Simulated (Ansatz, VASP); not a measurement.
## Sc2GaP3 in VASP and in Ansatz

```
CELL_PARAMETERS angstrom
3.53962 0.00000 0.00000
0.00000 3.53962 0.00000
0.00000 0.00000 8.42641
ATOMIC_POSITIONS crystal
Sc 0.00000 0.00000 0.32281
Sc 0.00000 0.00000 0.67719
Ga 0.00000 0.00000 0.00000
P 0.50000 0.50000 0.20586
P 0.50000 0.50000 0.50000
P 0.50000 0.50000 0.79414
```

Change from the starting cell: species swapped into the Mg3HgAu2 type (P4/mmm, No. 123).

Alike in both runs: functional PBE; k mesh 6 × 6 × 2; occupations gaussian, width 0.1 eV; no spin polarisation.

Ansatz relaxed the structure, and its values are those at the end. VASP's run is a single point on that final structure, the one shown.

|  | VASP | Ansatz |
| --- | --- | --- |
| version | VASP 6.6.1 | Ansatz 0.2.0 |
| potentials or method | VASP PAW PBE potentials, release 64 (Sc_sv, Ga_d, P) | scalar-relativistic, plane waves, PAW |
| plane-wave cutoff (eV) | 520 | 420 |
| valence electrons in the cell | 50 | 50 |

Ansatz gave:

| Quantity | Value |
| --- | --- |
| gap on the k mesh at the Fermi level (eV) | none |
| pressure (GPa) | 0.1 |
| rms of the force components (eV/Å) | 0.006 |

Question: Which values does VASP return?

Answer: gap on the k mesh at the Fermi level (eV): none; pressure (GPa): 0.2; rms of the force components (eV/Å): 0.010.

A gap of «none» marks a metal or a gap that the smearing closes.

Caveats: the k mesh is coarse (spacing up to 0.37 Å⁻¹), so the values aren't converged.
